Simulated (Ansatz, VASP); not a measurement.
# KMgF3 in two plane-wave programs, part 2 of 3

Wanted: the spread between two codes on one cell, functional and k mesh. The cell is taken from a series of runs on this material, whose earlier steps may have relaxed, scaled, displaced or heated it; both programs get it as it stands.

VASP 6.6.1 and Ansatz 0.2.0.

So far: The structure; VASP: zone-centre phonons, LDA.

### 2. VASP: zone-centre phonons, LDA (continued)

Level of this step: LDA; plane waves and PAW (K_sv, Mg, F) (VASP).

From OUTCAR (step 2):

```text
ion  position               nearest neighbor table
   1  0.500  0.500  0.500-   3 2.76   4 2.76   5 2.76   3 2.76   4 2.76   3 2.76   5 2.76   3 2.76
                             4 2.76   5 2.76   4 2.76   5 2.76   2 3.38   2 3.38   2 3.38   2 3.38
   2  0.000  0.000  0.000-   3 1.95   4 1.95   5 1.95   5 1.95   4 1.95   3 1.95   1 3.38   1 3.38
                             1 3.38   1 3.38   1 3.38   1 3.38   1 3.38   1 3.38
   3  0.500  0.000  0.000-   2 1.95   2 1.95   1 2.76   1 2.76   1 2.76   1 2.76
   4  0.000  0.500  0.000-   2 1.95   2 1.95   1 2.76   1 2.76   1 2.76   1 2.76
   5  0.000  0.000  0.500-   2 1.95   2 1.95   1 2.76   1 2.76   1 2.76   1 2.76

  LATTYP: Found a simple cubic cell.
 ALAT       =     3.9064402200

 Subroutine GETGRP returns: Found 48 space group operations
 (whereof 48 operations were pure point group operations)

The static configuration has the point symmetry O_h .

 Found     20 irreducible k-points:

   k-points           NKPTS =     20   k-points in BZ     NKDIM =     20   number of bands    NBANDS=     22

   dimension x,y,z NGX =    32 NGY =   32 NGZ =   32
   dimension x,y,z NGXF=    64 NGYF=   64 NGZF=   64

   ENCUT  =  600.0 eV  44.10 Ry    6.64 a.u.   7.80  7.80  7.80*2*pi/ulx,y,z

   NELECT =      32.0000    total number of electrons

 k-points in reciprocal lattice and weights: Automatic mesh
   0.00000000  0.00000000  0.00000000       0.005
   0.16666667  0.00000000  0.00000000       0.028
   0.33333333  0.00000000  0.00000000       0.028
   0.50000000  0.00000000  0.00000000       0.014
   0.16666667  0.16666667  0.00000000       0.056
   0.33333333  0.16666667  0.00000000       0.111
   0.50000000  0.16666667  0.00000000       0.056
   0.33333333  0.33333333  0.00000000       0.056
   0.50000000  0.33333333  0.00000000       0.056
[...]
0.50000000  0.50000000  0.33333333       0.028
   0.50000000  0.50000000  0.50000000       0.005

 average (electrostatic) potential at core
       1 -33.5947       2 -37.8774       3 -77.2331       4 -77.2331       5 -77.2331

  Total       -0.3202906     -0.3202906     -0.3202906      0.0000000      0.0000000     -0.0000000
  in kB       -8.6081786     -8.6081786     -8.6081786      0.0000000      0.0000000     -0.0000000
  external PRESSURE =      -8.6081786 kB  Pullay stress =       0.0000000 kB

  energy-cutoff  :      600.00
  volume of cell :       59.61
      direct lattice vectors                 reciprocal lattice vectors
     3.906440220  0.000000000  0.000000000     0.255987534  0.000000000  0.000000000
     0.000000000  3.906440220  0.000000000     0.000000000  0.255987534  0.000000000
     0.000000000  0.000000000  3.906440220     0.000000000  0.000000000  0.255987534

 POSITION                                       TOTAL-FORCE (eV/Angst)
 -----------------------------------------------------------------------------------
[...]
2     0.00000    -1.22371    -0.00000
    3     0.00000     0.00000    -0.97110
 ion    5
    1    -0.97110    -0.00000     0.00000
    2     0.00000    -0.97110    -0.00000
    3    -0.00000     0.00000    -1.22371

 Eigenvectors and eigenvalues of the dynamical matrix
 ----------------------------------------------------

   1 f  =   15.605705 THz    98.053538 2PiTHz  520.550294 cm-1    64.539982 meV
             X         Y         Z           dx          dy          dz
      1.953220  1.953220  1.953220     0.000000    0.000000    0.017049
      0.000000  0.000000  0.000000    -0.000000   -0.000000   -0.579889
      1.953220  0.000000  0.000000     0.000000   -0.000000   -0.087350
      0.000000  1.953220  0.000000    -0.000000    0.000000   -0.087350
      0.000000  0.000000  1.953220    -0.000000   -0.000000    0.805095

   2 f  =   15.605705 THz    98.053538 2PiTHz  520.550294 cm-1    64.539982 meV
             X         Y         Z           dx          dy          dz
      1.953220  1.953220  1.953220    -0.002219   -0.016904    0.000000
      0.000000  0.000000  0.000000     0.075485    0.574955    0.000000
      1.953220  0.000000  0.000000    -0.104801    0.086607   -0.000000
      0.000000  1.953220  0.000000     0.011371   -0.798245   -0.000000
      0.000000  0.000000  1.953220     0.011371    0.086607    0.000000

   3 f  =   15.605705 THz    98.053538 2PiTHz  520.550294 cm-1    64.539982 meV
             X         Y         Z           dx          dy          dz
      1.953220  1.953220  1.953220     0.016904   -0.002219   -0.000000
      0.000000  0.000000  0.000000    -0.574955    0.075485   -0.000000
      1.953220  0.000000  0.000000     0.798245    0.011371   -0.000000
      0.000000  1.953220  0.000000    -0.086607   -0.104801    0.000000
      0.000000  0.000000  1.953220    -0.086607    0.011371   -0.000000

   4 f  =    8.553867 THz    53.745533 2PiTHz  285.326297 cm-1    35.375936 meV
             X         Y         Z           dx          dy          dz
      1.953220  1.953220  1.953220    -0.069681    0.049346   -0.001545
      0.000000  0.000000  0.000000     0.521038   -0.368986    0.011555
      1.953220  0.000000  0.000000     0.292154    0.276137   -0.008647
      0.000000  1.953220  0.000000    -0.389928   -0.206896   -0.008647
      0.000000  0.000000  1.953220    -0.389928    0.276137    0.006479

   5 f  =    8.553867 THz    53.745533 2PiTHz  285.326297 cm-1    35.375936 meV
             X         Y         Z           dx          dy          dz
      1.953220  1.953220  1.953220    -0.009777   -0.016413   -0.083234
      0.000000  0.000000  0.000000     0.073110    0.122727    0.622381
      1.953220  0.000000  0.000000     0.040994   -0.091845   -0.465770
      0.000000  1.953220  0.000000    -0.054713    0.068815   -0.465770
      0.000000  0.000000  1.953220    -0.054713   -0.091845    0.348978

   6 f  =    8.553867 THz    53.745533 2PiTHz  285.326297 cm-1    35.375936 meV
             X         Y         Z           dx          dy          dz
      1.953220  1.953220  1.953220     0.048392    0.067738   -0.019042
      0.000000  0.000000  0.000000    -0.361855   -0.506510    0.142385
      1.953220  0.000000  0.000000    -0.202898    0.379056   -0.106556
      0.000000  1.953220  0.000000     0.270801   -0.284008   -0.106556
      0.000000  0.000000  1.953220     0.270801    0.379056    0.079837

   7 f  =    5.560121 THz    34.935272 2PiTHz  185.465679 cm-1    22.994803 meV
             X         Y         Z           dx          dy          dz
      1.953220  1.953220  1.953220    -0.000000    0.000000    0.000000
      0.000000  0.000000  0.000000    -0.000000   -0.000000   -0.000000
      1.953220  0.000000  0.000000    -0.000000   -0.189937    0.660339
      0.000000  1.953220  0.000000     0.166962   -0.000000   -0.660339
      0.000000  0.000000  1.953220    -0.166962    0.189937   -0.000000

   8 f  =    5.560121 THz    34.935272 2PiTHz  185.465679 cm-1    22.994803 meV
             X         Y         Z           dx          dy          dz
      1.953220  1.953220  1.953220    -0.000000    0.000000   -0.000000
      0.000000  0.000000  0.000000     0.000000   -0.000000    0.000000
      1.953220  0.000000  0.000000     0.000000   -0.139930   -0.207465
      0.000000  1.953220  0.000000     0.661345    0.000000    0.207465
      0.000000  0.000000  1.953220    -0.661345    0.139930    0.000000

   9 f  =    5.560121 THz    34.935272 2PiTHz  185.465679 cm-1    22.994803 meV
             X         Y         Z           dx          dy          dz
      1.953220  1.953220  1.953220    -0.000000   -0.000000    0.000000
      0.000000  0.000000  0.000000     0.000000    0.000000    0.000000
      1.953220  0.000000  0.000000     0.000000    0.666591    0.144605
      0.000000  1.953220  0.000000     0.186403    0.000000   -0.144605
      0.000000  0.000000  1.953220    -0.186403   -0.666591    0.000000

  10 f  =    4.832897 THz    30.365987 2PiTHz  161.208088 cm-1    19.987247 meV
             X         Y         Z           dx          dy          dz
      1.953220  1.953220  1.953220    -0.353810   -0.738940   -0.001473
      0.000000  0.000000  0.000000     0.100314    0.209507    0.000418
      1.953220  0.000000  0.000000     0.110099    0.292144    0.000582
      0.000000  1.953220  0.000000     0.139881    0.229945    0.000582
      0.000000  0.000000  1.953220     0.139881    0.292144    0.000458

  11 f  =    4.832897 THz    30.365987 2PiTHz  161.208088 cm-1    19.987247 meV
             X         Y         Z           dx          dy          dz
      1.953220  1.953220  1.953220    -0.013432    0.004798    0.819154
      0.000000  0.000000  0.000000     0.003808   -0.001360   -0.232250
      1.953220  0.000000  0.000000     0.004180   -0.001897   -0.323857
      0.000000  1.953220  0.000000     0.005311   -0.001493   -0.323857
      0.000000  0.000000  1.953220     0.005311   -0.001897   -0.254906

  12 f  =    4.832897 THz    30.365987 2PiTHz  161.208088 cm-1    19.987247 meV
             X         Y         Z           dx          dy          dz
      1.953220  1.953220  1.953220     0.738820   -0.353781    0.014187
      0.000000  0.000000  0.000000    -0.209473    0.100305   -0.004022
      1.953220  0.000000  0.000000    -0.229907    0.139869   -0.005609
      0.000000  1.953220  0.000000    -0.292096    0.110090   -0.005609
      0.000000  0.000000  1.953220    -0.292096    0.139869   -0.004415

  13 f/i=    0.021136 THz     0.132798 2PiTHz    0.705004 cm-1     0.087409 meV
             X         Y         Z           dx          dy          dz
      1.953220  1.953220  1.953220     0.007709   -0.011689   -0.566572
      0.000000  0.000000  0.000000     0.006114   -0.009270   -0.449315
      1.953220  0.000000  0.000000     0.005418   -0.008226   -0.398732
      0.000000  1.953220  0.000000     0.005426   -0.008214   -0.398732
      0.000000  0.000000  1.953220     0.005426   -0.008226   -0.398155

  14 f/i=    0.021136 THz     0.132798 2PiTHz    0.705004 cm-1     0.087409 meV
             X         Y         Z           dx          dy          dz
      1.953220  1.953220  1.953220    -0.463993    0.325178   -0.013023
      0.000000  0.000000  0.000000    -0.367966    0.257880   -0.010327
      1.953220  0.000000  0.000000    -0.326068    0.228848   -0.009165
      0.000000  1.953220  0.000000    -0.326541    0.228517   -0.009165
      0.000000  0.000000  1.953220    -0.326541    0.228848   -0.009151

  15 f/i=    0.021136 THz     0.132798 2PiTHz    0.705004 cm-1     0.087409 meV
             X         Y         Z           dx          dy          dz
      1.953220  1.953220  1.953220    -0.325347   -0.464028    0.005146
      0.000000  0.000000  0.000000    -0.258014   -0.367994    0.004081
      1.953220  0.000000  0.000000    -0.228636   -0.326566    0.003622
      0.000000  1.953220  0.000000    -0.228967   -0.326093    0.003622
      0.000000  0.000000  1.953220    -0.228967   -0.326566    0.003617

 MACROSCOPIC STATIC DIELECTRIC TENSOR IONIC CONTRIBUTION
 ------------------------------------------------------
           4.243048     0.000000     0.000000
           0.000000     4.243048     0.000000
           0.000000     0.000000     4.243048
 ------------------------------------------------------

 ELASTIC MODULI CONTR FROM IONIC RELAXATION (kBar)
 Direction    XX          YY          ZZ          XY          YZ          ZX
 --------------------------------------------------------------------------------
 XX           0.0000      0.0000      0.0000      0.0000      0.0000      0.0000
 YY           0.0000      0.0000      0.0000      0.0000      0.0000      0.0000
 ZZ           0.0000      0.0000      0.0000      0.0000      0.0000      0.0000
 XY           0.0000      0.0000      0.0000      0.0000      0.0000      0.0000
 YZ           0.0000      0.0000      0.0000      0.0000      0.0000      0.0000
 ZX           0.0000      0.0000      0.0000      0.0000      0.0000      0.0000
 --------------------------------------------------------------------------------

 PIEZOELECTRIC TENSOR IONIC CONTR  for field in x, y, z        (C/m^2)
          XX          YY          ZZ          XY          YZ          ZX
  --------------------------------------------------------------------------------
  x     0.00000     0.00000     0.00000     0.00000     0.00000     0.00000
  y     0.00000     0.00000     0.00000     0.00000     0.00000     0.00000
  z     0.00000     0.00000     0.00000     0.00000     0.00000     0.00000
```

(Part 2 of 3 ends here.)

[Lines on the potential files, build, host, timing and source positions are cut from VASP's logs without a mark.]

[Logs are printed without paths, hosts, clocks, repeated set-up lines and the standing remarks that a program may print on its own settings, such as how far it seeks lower states.]

[Hosts, paths, dates, database ids (printed as entryN), source tags and the programs' standing remarks are cut or masked in the printed files.]
